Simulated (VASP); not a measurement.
Crystal: TiCl2F.

```
Ti Cl F
1.0
    -1.75000    1.95000    5.80000
     1.75000   -1.95000    5.80000
     1.75000    1.95000   -5.80000
Ti Cl F
1 2 1
Direct
  0.00000 0.00000 0.00000
  0.85300 0.35300 0.50000
  0.14700 0.64700 0.50000
  0.50000 0.00000 0.50000
```

The cell was built by a generator and needn't be a form met in nature.

```yaml
Program: VASP 6.6.1
Task: relaxation of cell and atoms
Functional: PBE
Potentials_or_basis: VASP PAW PBE potentials, release 64 (Ti_sv, Cl, F)
Cutoff: 520 eV
k_mesh: 6 × 6 × 6
Occupations: gaussian, width 0.15 eV
Spin: no spin polarisation
```

At the start: pressure -0.1 GPa; volume 19.79 Å³/atom.

**Question.** Where does the relaxation end?

**Answer.** Over 9 steps the energy falls by 24.8 meV/atom and the volume is 20.93 Å³/atom (+5.7 %); space group Immm (No. 71, to 0.05 Å).

The path:
```
step  energy change (eV)  largest force (eV/Å)  pressure (GPa)  volume (Å³)
   1              0.0000                0.2820           -0.09        79.17
   2             -0.0342                0.0231            0.22        79.02
   3             -0.0356                0.0387            0.39        78.98
   4             -0.0558                0.0747           -0.01        79.49
   5             -0.0696                0.3048           -0.65        80.35
   6             -0.0777                0.1101            0.90        79.48
   7             -0.0783                0.1487            0.68        79.65
   8             -0.0867                0.0977            0.60        80.66
   9             -0.0990                0.0296            0.03        83.71
```

Final structure:
```xyz
4
Lattice="-1.6670 1.9754 6.3554 1.6670 -1.9754 6.3554 1.6670 1.9754 -6.3554" Properties=species:S:1:pos:R:3 pbc="T T T"
Ti    0.0000    0.0000    0.0000
Cl    0.0000    1.9754    4.6177
Cl    1.6670    0.0000    1.7376
F     0.0000    1.9754    0.0000
```

Caveat: the k mesh is coarse (spacing up to 0.40 Å⁻¹), so the values aren't converged; an odd number of electrons without spin polarisation forces a metal; a magnetic or distorted state may lie lower; the relaxation stopped at a loose force limit of 0.08 eV/Å, so its end isn't a converged minimum.
